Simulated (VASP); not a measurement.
HfO (relaxed from the wurtzite structure, space group P6_3mc): computed properties

Calculation: PBEsol GGA, VASP's PBE PAW potentials (set 64) (plane waves; VASP).

| Property | Value |
|---|---|
| space group | P6_3mc (186) |
| cell | a = 3.1300 Å, b = 3.1300 Å, c = 6.5804 Å, α = 90.00°, β = 90.00°, γ = 120.00° |
| volume per atom | 13.96 Å³/atom |
| band gap (over mesh and band path) | none (metal, semimetal or under 0.01 eV) |
| density | 11.57 g/cm³ |

```
CELL_PARAMETERS angstrom
      3.13004     0.00000     0.00000
     -1.56502     2.71070     0.00000
      0.00000     0.00000     6.58040
ATOMIC_POSITIONS crystal
  Hf 0.33333 0.66667 0.03610
  Hf 0.66667 0.33333 0.53610
  O  0.33333 0.66667 0.33890
  O  0.66667 0.33333 0.83890
```

Unless said otherwise, spin-orbit coupling is left out, though it shifts the bands of the heavy elements here.

The structure was generated: HfO was put into the wurtzite type (P6_3mc), which need not be its known phase. It was relaxed first, which changed the volume by -35 %. Symmetry was kept, so distortions that lower it aren't found.
